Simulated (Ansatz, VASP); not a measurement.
# One calculation of Mg6CoSb, two programs

```xyz
8
Lattice="4.9135 0.0000 0.0000 0.0000 3.1342 5.3626 0.0000 -3.1342 5.3626" Properties=species:S:1:pos:R:3 pbc="T T T"
Sb    2.4567    0.0000    7.2157
Co    0.0000    0.0000    9.0324
Mg    2.4567    0.0000    1.8152
Mg    2.4567    1.6533    4.4106
Mg    2.4567   -1.6533    4.4106
Mg    0.0000    0.0000    3.5823
Mg    0.0000    1.6193    6.2168
Mg    0.0000   -1.6193    6.2168
```

Change from the starting cell: volume scaled by 1.02.

Alike in both runs: task single point; functional PBE; k mesh 6 × 5 × 5; occupations fermi-dirac, width 0.05 eV; collinear spin, ferromagnetic start.

```csv
,VASP,Ansatz
version,VASP 6.6.1,Ansatz 0.2.0
potentials or method,"VASP PAW PBE potentials, release 64 (Sb, Co, Mg)",Ansatz PAW
plane-wave cutoff (eV),520,420
valence electrons in the cell,26,92
```

```tsv
	VASP	Ansatz	Ansatz less VASP
gap on the k mesh at the Fermi level (eV)	none	none	-
pressure (GPa)	-0.7	-0.7	+0.07
largest component of the traceless stress (GPa)	0.15	0.14	-0.011
rms of the force components (eV/Å)	0.027	0.029	+0.0017
net moment per atom (μB)	0.13	0.13	+0.003
size of the moment on the site where the two differ most (μB)	1.18	1.22	+0.039
```

Site moments also hang on the region over which each program counts them. Atom by atom the forces differ by 0.002 eV/Å (rms over components). A gap of «none» marks a metal or a gap that the smearing closes. With one functional, cell and mesh, what is left measures potentials, basis and numerics. The two sets of potentials don't hold the same shells in valence.

Caveats: a cell with one magnetic atom can't hold antiferromagnetic order, which such compounds often take. Spin-orbit coupling is left out, which matters for the levels of Sb.
